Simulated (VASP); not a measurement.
Crystal: Si.

```
Si
1.0
     0.00000    2.71356    2.71356
     2.71356    0.00000    2.71356
     2.71356    2.71356    0.00000
Si
2
Direct
  0.00000 0.00000 0.00000
  0.25000 0.25000 0.25000
```

The cell was built by a generator and needn't be a form met in nature.

* Program: VASP 6.6.1
* Task: relaxation of cell and atoms
* Functional: PBE
* Potentials or basis: VASP PAW PBE potentials, release 64 (Si)
* Cutoff: 600 eV
* k mesh: 12 × 12 × 12
* Occupations: gaussian, width 0.03 eV
* Spin: no spin polarisation

At the start: pressure 2.1 GPa; volume 19.98 Å³/atom.

Q: Where does the relaxation end?

A: Over 3 steps the energy falls by 3.0 meV/atom and the volume is 20.44 Å³/atom (+2.3 %); space group Fd-3m (No. 227, to 0.05 Å).

The path:
```csv
step,energy change (eV),largest force (eV/Å),pressure (GPa),volume (Å³)
1,0.0000,0.0000,2.15,39.96
2,-0.0033,0.0000,-1.34,41.53
3,-0.0060,0.0000,0.01,40.89
```

Final structure:
```
Si
1.0
     0.00000    2.73430    2.73430
     2.73430    0.00000    2.73430
     2.73430    2.73430    0.00000
Si
2
Cartesian
  0.0000 0.0000 0.0000
  1.3671 1.3671 1.3671
```
